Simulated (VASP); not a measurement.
OSZICAR of a VASP run on GaN (zinc blende):

File OSZICAR:
```
       N       E                     dE             d eps       ncg     rms          rms(c)
DAV:   1     0.940835422791E+02    0.94084E+02   -0.98363E+03   947   0.250E+03
DAV:   2    -0.639780600703E+01   -0.10048E+03   -0.94963E+02  1055   0.373E+02
DAV:   3    -0.141571871726E+02   -0.77594E+01   -0.76984E+01   990   0.924E+01
DAV:   4    -0.142991628938E+02   -0.14198E+00   -0.14183E+00  1152   0.133E+01
DAV:   5    -0.143010187314E+02   -0.18558E-02   -0.18558E-02   985   0.134E+00    0.780E+00
DAV:   6    -0.122463169361E+02    0.20547E+01   -0.62215E+00  1382   0.497E+01    0.266E+00
DAV:   7    -0.122516658608E+02   -0.53489E-02   -0.36007E-01   915   0.819E+00    0.176E+00
DAV:   8    -0.122440321627E+02    0.76337E-02   -0.73419E-02  1043   0.438E+00    0.824E-01
DAV:   9    -0.122384795803E+02    0.55526E-02   -0.22804E-02  1375   0.376E+00    0.195E-01
DAV:  10    -0.122387767180E+02   -0.29714E-03   -0.18598E-03  1079   0.726E-01    0.746E-02
DAV:  11    -0.122386909659E+02    0.85752E-04   -0.36140E-04  1364   0.382E-01    0.124E-02
DAV:  12    -0.122386955973E+02   -0.46313E-05   -0.31700E-05   975   0.710E-02    0.773E-03
DAV:  13    -0.122386953349E+02    0.26236E-06   -0.11877E-06   665   0.114E-02
   1 F= -.12238695E+02 E0= -.12238695E+02  d E =-.122387E+02
       N       E                     dE             d eps       ncg     rms          rms(c)
DAV:   1    -0.124165494976E+02   -0.17785E+00   -0.24800E+00  1055   0.452E+01    0.254E+00
DAV:   2    -0.122794943398E+02    0.13706E+00   -0.21949E-01  1105   0.151E+01    0.116E+00
DAV:   3    -0.122442522495E+02    0.35242E-01   -0.45402E-02  1100   0.840E+00    0.268E-01
DAV:   4    -0.122401500290E+02    0.41022E-02   -0.51358E-03  1116   0.103E+00    0.485E-02
DAV:   5    -0.122400097517E+02    0.14028E-03   -0.17147E-04  1078   0.173E-01    0.226E-02
DAV:   6    -0.122400102143E+02   -0.46260E-06   -0.75001E-06  1143   0.328E-02
   2 F= -.12240010E+02 E0= -.12240010E+02  d E =-.131488E-02
       N       E                     dE             d eps       ncg     rms          rms(c)
DAV:   1    -0.122785088102E+02   -0.38499E-01   -0.47082E-01  1070   0.190E+01    0.115E+00
DAV:   2    -0.122507217882E+02    0.27787E-01   -0.46747E-02  1105   0.715E+00    0.511E-01
DAV:   3    -0.122440600926E+02    0.66617E-02   -0.77191E-03  1120   0.339E+00    0.130E-01
DAV:   4    -0.122431841417E+02    0.87595E-03   -0.95798E-04  1189   0.490E-01    0.106E-02
DAV:   5    -0.122431813043E+02    0.28374E-05   -0.56798E-05  1108   0.117E-01    0.917E-03
DAV:   6    -0.122431809959E+02    0.30838E-06   -0.76037E-07   531   0.120E-02
   3 F= -.12243181E+02 E0= -.12243181E+02  d E =-.448566E-02
```

Problem. Which electronic solver shows in the log?

Solution. It is blocked Davidson (ALGO = Normal, or the opening steps of other solvers). The INCAR had ALGO = Normal.

Problem. Can the final energy be trusted as converged?

Solution. Self-consistency was reached. It stopped with EDIFF = 1E-6, NELM = 100, NSW = 60 and EDIFFG = -0.01 after 3 ionic steps (PW91 GGA, plane waves, VASP's PBE PAW potentials (set 64)).

The compound is GaN in the zinc blende structure, a metastable form; wurtzite is the usual one. This run relaxes it. Symmetry was kept, so distortions that lower it aren't found.
